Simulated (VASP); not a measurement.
All values below come from PBEsol GGA, VASP's PBE PAW potentials (set 64) (plane waves; VASP 6.6.1).

A VASP calculation is set up with these files.

### KPOINTS
```
kpoints
0
gamma
  8 8 8
```

File POSCAR:
```
GaAs
1.0
  0.0000000000   2.8323903163   2.8323903163
  2.8323903163   0.0000000000   2.8323903163
  2.8323903163   2.8323903163   0.0000000000
Ga As
1 1
Cart
  0.0000000000   0.0000000000   0.0000000000
  1.4161951582   1.4161951582   1.4161951582
```

**INCAR**
```
! general
SYSTEM =GaAs
PREC   =Accurate
ENCUT  =500   ! plane-wave cut-off (eV)
LREAL  =F
LASPH  =T   ! aspherical one-centre terms

! electronic loop
EDIFF  =1E-6
NELM   =100
ALGO   =Normal   ! blocked Davidson
LMAXMIX=4

! smearing
ISMEAR =0   ! Gaussian
SIGMA  =0.05   ! width (eV)

! functional
GGA    =PS   ! PBEsol

! ions
IBRION =2   ! conjugate gradients
NSW    =40   ! most ionic steps
ISIF   =3
EDIFFG =-0.02   ! ionic stop
PSTRESS=50

! output
LWAVE  =F
LCHARG =F
```

POTCAR, in this order: Ga_d As (PBE.64 set). Program: vasp_std.

Output of the run:

File OSZICAR:
```
       N       E                     dE             d eps       ncg     rms          rms(c)
DAV:   1     0.741206696116E+02    0.74121E+02   -0.90986E+03   783   0.183E+03
DAV:   2    -0.348454150257E+01   -0.77605E+02   -0.74819E+02   829   0.307E+02
DAV:   3    -0.919255468209E+01   -0.57080E+01   -0.56782E+01   929   0.725E+01
DAV:   4    -0.928419900802E+01   -0.91644E-01   -0.91610E-01   847   0.102E+01
DAV:   5    -0.928608502518E+01   -0.18860E-02   -0.18860E-02   934   0.126E+00    0.292E+00
DAV:   6    -0.912108485330E+01    0.16500E+00   -0.27596E-01  1203   0.112E+01    0.173E+00
DAV:   7    -0.908909092090E+01    0.31994E-01   -0.67781E-02  1125   0.245E+00    0.537E-01
DAV:   8    -0.908721042486E+01    0.18805E-02   -0.95641E-03   879   0.136E+00    0.970E-02
DAV:   9    -0.908737789603E+01   -0.16747E-03   -0.77257E-04   927   0.396E-01    0.448E-02
DAV:  10    -0.908740586412E+01   -0.27968E-04   -0.54416E-05  1054   0.800E-02    0.241E-02
DAV:  11    -0.908742674576E+01   -0.20882E-04   -0.26508E-05   859   0.580E-02    0.214E-03
DAV:  12    -0.908742680752E+01   -0.61767E-07   -0.75410E-07   632   0.155E-02
   1 F= -.76691901E+01 E0= -.76691901E+01  d E =-.766919E+01
       N       E                     dE             d eps       ncg     rms          rms(c)
DAV:   1    -0.108022075052E+02   -0.17148E+01   -0.21919E+01   974   0.880E+01    0.814E+00
DAV:   2    -0.931897686037E+01    0.14832E+01   -0.35978E+00   949   0.674E+01    0.333E+00
DAV:   3    -0.901824029120E+01    0.30074E+00   -0.22328E-01  1057   0.815E+00    0.112E+00
DAV:   4    -0.897275900616E+01    0.45481E-01   -0.27941E-02  1092   0.180E+00    0.325E-01
DAV:   5    -0.896804807378E+01    0.47109E-02   -0.34803E-03   889   0.784E-01    0.653E-02
DAV:   6    -0.896797716766E+01    0.70906E-04   -0.20861E-04  1152   0.144E-01    0.107E-02
DAV:   7    -0.896798105653E+01   -0.38889E-05   -0.15014E-05   869   0.338E-02    0.594E-03
DAV:   8    -0.896798264772E+01   -0.15912E-05   -0.16360E-06   746   0.161E-02    0.623E-04
DAV:   9    -0.896798265629E+01   -0.85693E-08   -0.15357E-07   442   0.507E-03
   2 F= -.76927150E+01 E0= -.76927150E+01  d E =-.235249E-01
       N       E                     dE             d eps       ncg     rms          rms(c)
DAV:   1    -0.933064051492E+01   -0.36266E+00   -0.39254E+00   989   0.452E+01    0.304E+00
DAV:   2    -0.911104237061E+01    0.21960E+00   -0.36861E-01   934   0.141E+01    0.142E+00
DAV:   3    -0.905319946425E+01    0.57843E-01   -0.79441E-02   994   0.622E+00    0.280E-01
DAV:   4    -0.904813258130E+01    0.50669E-02   -0.75263E-03   889   0.158E+00    0.103E-01
DAV:   5    -0.904751584261E+01    0.61674E-03   -0.46254E-04  1050   0.329E-01    0.339E-02
DAV:   6    -0.904747445223E+01    0.41390E-04   -0.98464E-05   919   0.203E-01    0.147E-02
DAV:   7    -0.904747331120E+01    0.11410E-05   -0.15001E-05   970   0.891E-02    0.451E-03
DAV:   8    -0.904747352730E+01   -0.21610E-06   -0.17334E-06   669   0.159E-02
   3 F= -.77159337E+01 E0= -.77159337E+01  d E =-.467436E-01
```

**OUTCAR**
```
------------------------ aborting loop because EDIFF is reached ----------------------------------------
  FORCE on cell =-STRESS in cart. coord.  units (eV):
  Direction    XX          YY          ZZ          XY          YZ          ZX
  --------------------------------------------------------------------------------------
  Total        1.3267927      1.3267927      1.3267927     -0.0000000      0.0000000      0.0000000
  in kB       49.8217425     49.8217425     49.8217425     -0.0000000      0.0000000      0.0000000
  external PRESSURE =      -0.1782575 kB  Pullay stress =      50.0000000 kB
  volume of cell :       42.67
      direct lattice vectors                 reciprocal lattice vectors
     0.000000000  2.773457926  2.773457926    -0.180280362  0.180280362  0.180280362
     2.773457926  0.000000000  2.773457926     0.180280362 -0.180280362  0.180280362
     2.773457926  2.773457926 -0.000000000     0.180280362  0.180280362 -0.180280362
  FREE ENERGIE OF THE ION-ELECTRON SYSTEM (eV)
  ---------------------------------------------------
  free  energy   TOTEN  =        -9.0474735273 eV

  energy  without entropy=       -9.0474735273  energy(sigma->0) =       -9.04747353
  enthalpy is  TOTEN    =        -7.7159336922 eV   P V=        1.3315398351

 reached required accuracy - stopping structural energy minimisation
```
(Selected blocks of OUTCAR.)

**CONTCAR**
```
GaAs
   1.00000000000000
     0.0000000000000000    2.7734579264276582    2.7734579264276582
     2.7734579264276582    0.0000000000000000    2.7734579264276582
     2.7734579264276582    2.7734579264276582   -0.0000000000000000
  Ga              As
     1     1
Direct
     0.0000000000000000    0.0000000000000000    0.0000000000000000
     0.2500000000000000    0.2500000000000000    0.2500000000000000
```

Energy and stress use the plane-wave basis of the starting cell.

The compound is GaAs in the zinc blende structure. This run relaxes it under an external pressure of 5 GPa. Symmetry was kept, so distortions that lower it aren't found.
